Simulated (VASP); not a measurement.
Here is the system:

```xyz
6
Lattice="-2.9989 2.9989 2.3927 2.9989 -2.9989 2.3927 2.9989 2.9989 -2.3927" Properties=species:S:1:pos:R:3 pbc="T T T"
Al     0.9513     2.0476     2.3927
Al     2.0476     0.9513     0.0000
Al     0.9513     3.9502     0.0000
Al     2.0476    -0.9513     2.3927
Cu     0.0000     0.0000     1.1964
Cu     0.0000     0.0000     3.5891
```

All values below come from PBE GGA, VASP's PBE PAW potentials (set 64) (plane waves; VASP). Numerical set-up: 300 eV cut-off, 6×6×6 Γ-centred mesh, Gaussian smearing of 0.27 eV, potentials Al Cu.

At this cut-off the stress carries a Pulay error, which pulls relaxed volumes low.

Task: Predict the energy per atom (σ→0), pressure, band gap (on the k-mesh) with the smallest direct gap where there is one.

Result: 
```json
{
 "band gap (on the k-mesh)": "none (metal, semimetal or under 0.01 eV)",
 "energy per atom (σ→0)": "-3.895 eV/atom",
 "pressure": "33.3 kbar"
}
```

Total energies compare only between runs with the same potentials, cut-off and functional.

The structure comes from a computed database's Al2Cu entry; how it stands against other phases isn't given here. The cell was not relaxed at this level.
